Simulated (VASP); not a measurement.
Method: r2SCAN meta-GGA, VASP's PBE PAW potentials (set 64) (plane waves; VASP).

Input for VASP

INCAR:
```
# general
SYSTEM  = CeO2
PREC    = Accurate
ENCUT   = 520
LREAL   = .FALSE.
LASPH   = .TRUE.

# electronic loop
EDIFF   = 1E-6
NELM    = 100
ALGO    = Normal
LMAXMIX = 6
LMIXTAU = .TRUE.

# smearing
ISMEAR  = 0
SIGMA   = 0.05

# functional
METAGGA = R2SCAN

# ions
IBRION  = 2
NSW     = 60
ISIF    = 3
EDIFFG  = -0.02

# output
LWAVE   = .FALSE.
LCHARG  = .FALSE.
```

### KPOINTS
```
Automatic mesh
0
Gamma
4 4 6
0 0 0
```

### POSCAR
```
CeO2
1.0
  5.0718024371   0.0000000000   0.0000000000
  0.0000000000   5.0718024371   0.0000000000
  0.0000000000   0.0000000000   3.6067392615
Ce O
2 4
direct
  0.5000000000   0.5000000000   0.5000000000
  0.0000000000   0.0000000000   0.0000000000
  0.8127743481   0.1872256519   0.5000000000
  0.1872256519   0.8127743481   0.5000000000
  0.3127743481   0.3127743481   0.0000000000
  0.6872256519   0.6872256519   0.0000000000
```

POTCAR, in this order: Ce O (PBE.64 set). Program: vasp_std.

Q: Predict the energy per atom (σ→0), volume per atom, band gap (on the k-mesh).

A: 
* **energy per atom (σ→0)**: -17.844 eV/atom
* **band gap (on the k-mesh)**: 2.29 eV
* **volume per atom**: 15.72 Å³/atom

OSZICAR:
```
...
DAV:   3    -0.107064615668E+03    0.48322E-05   -0.31940E-04  2148   0.174E-01    0.374E-02
DAV:   4    -0.107064612090E+03    0.35785E-05   -0.14860E-04  2084   0.106E-01    0.273E-02
DAV:   5    -0.107064610897E+03    0.11926E-05   -0.57867E-05  1980   0.596E-02    0.950E-03
DAV:   6    -0.107064609153E+03    0.17439E-05   -0.71314E-06  1616   0.259E-02    0.531E-03
DAV:   7    -0.107064607569E+03    0.15845E-05   -0.82098E-06  1436   0.292E-02    0.394E-03
DAV:   8    -0.107064611725E+03   -0.41566E-05   -0.25218E-06  1028   0.183E-02    0.249E-03
DAV:   9    -0.107064611912E+03   -0.18652E-06   -0.38942E-07   824   0.907E-03
   5 F= -.10706461E+03 E0= -.10706461E+03  d E =-.283081E-03
```

The structure comes from a computed database's CeO2 entry (P4_2/mnm); how it stands against other phases isn't given here. This run relaxes it. Symmetry was kept, so distortions that lower it aren't found. The start is the result of an earlier pass. The run is not spin-polarised, so no magnetic state was tried.
